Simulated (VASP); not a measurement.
Input:

```xyz
8
Lattice="6.2294 0.0000 0.0000 0.0000 6.2294 0.0000 0.0000 0.0000 6.2294" Properties=species:S:1:pos:R:3 pbc="T T T"
Mg     0.0000     0.0000     0.0000
Mg     3.1147     3.1147     0.0000
Mg     3.1147     0.0000     3.1147
Te     1.4283     1.6864     1.6864
Te     4.8012     4.5430     1.6864
Te     4.8012     1.6864     4.5430
Te     1.4283     4.5430     4.5430
Be     0.0000     3.1147     3.1147
```

The numbers are results of PBEsol GGA, VASP's PBE PAW potentials (set 64) (plane waves; VASP), not measurements. Settings: 400 eV cut-off, Gaussian smearing of 0.050 eV, potentials Mg Te Be.

Unless said otherwise, spin-orbit coupling is left out, though it shifts the bands of the heavy elements here.

### Question
Estimate the band gap (along the path) with the smallest direct gap where there is one.

### Answer

- band gap (along the path): 2.38 eV
- smallest direct gap (along the path): 2.38 eV

The structure was generated: BeMg3Te4 was put into an ordered model structure (P-43m), which need not be its known phase. It was relaxed first.
